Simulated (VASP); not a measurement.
A convergence study with VASP on Mg2Sn (antifluorite): one setting is varied, all else stays as given below, so the limit is that of these other settings.

```
CELL_PARAMETERS angstrom
      0.00000     3.38000     3.38000
      3.38000     0.00000     3.38000
      3.38000     3.38000     0.00000
ATOMIC_POSITIONS crystal
  Mg 0.25000 0.25000 0.25000
  Mg 0.75000 0.75000 0.75000
  Sn 0.00000 0.00000 0.00000
```

Calculation: PBE GGA, VASP's PBE PAW potentials (set 64) (plane waves; VASP). The tightest run used: 550 eV cut-off, 10×10×10 Monkhorst-Pack mesh, Gaussian smearing of 0.050 eV, potentials Mg Sn_d.

```
setting     E (eV/atom)  pressure (GPa)  irreducible k-points
----------  -----------  --------------  --------------------
1×1×1 mesh       1.9730           11.47                     1
2×2×2 mesh      -2.4183            0.79                     2
3×3×3 mesh      -2.2791            0.81                     4
4×4×4 mesh      -2.4746            0.88                    10
5×5×5 mesh      -2.4521            0.94                    10
```

Problem. These are the cheaper rows. Estimate the results at 10×10×10 mesh, and how far the last row shown lies from them.

Solution. 
```csv
quantity,tightest run,last row shown is off by
E (eV/atom),-2.4763,0.0242
pressure (GPa),0.92,0.02
```

Left out are rungs that failed or repeat a setting and relaxations that didn't move; long series are thinned to 24 rows.

The compound is Mg2Sn in the antifluorite structure. The cell was not relaxed at this level.
